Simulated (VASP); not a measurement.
CsSnI$_{3}$ (cubic perovskite): the cohesive energy from VASP (plane waves, PAW) at several levels of theory. Atoms are spin-polarised in a large box without symmetry, with the spin fixed by Hund's rule, and may not be in the lowest state of each functional; no zero-point energy is added. Spin-orbit coupling is left out, which shifts such energies by up to tenths of an eV for the heavy elements here.

| level | cohesive energy (eV/atom) |
|---|---|
| PBE | 2.53 |
| r2SCAN | 2.57 |

The cell of the PBE run:

```yaml
crystal:
  lattice:
    - [6.30493, 0.00000, 0.00000]
    - [0.00000, 6.30493, 0.00000]
    - [0.00000, 0.00000, 6.30493]
  atoms:
    - { symbol: Cs, position: [0.00000, 0.00000, 0.00000] }
    - { symbol: Sn, position: [0.50000, 0.50000, 0.50000] }
    - { symbol: I, position: [0.50000, 0.00000, 0.50000] }
    - { symbol: I, position: [0.00000, 0.50000, 0.50000] }
    - { symbol: I, position: [0.50000, 0.50000, 0.00000] }
```

Only levels that ran to the end are used. Left out are those held back, those with too coarse a band path, GW runs whose mesh misses a band edge, hybrids' fits of cells that aren't cubic and levels without matching references; a question may draw on a part of the rest.
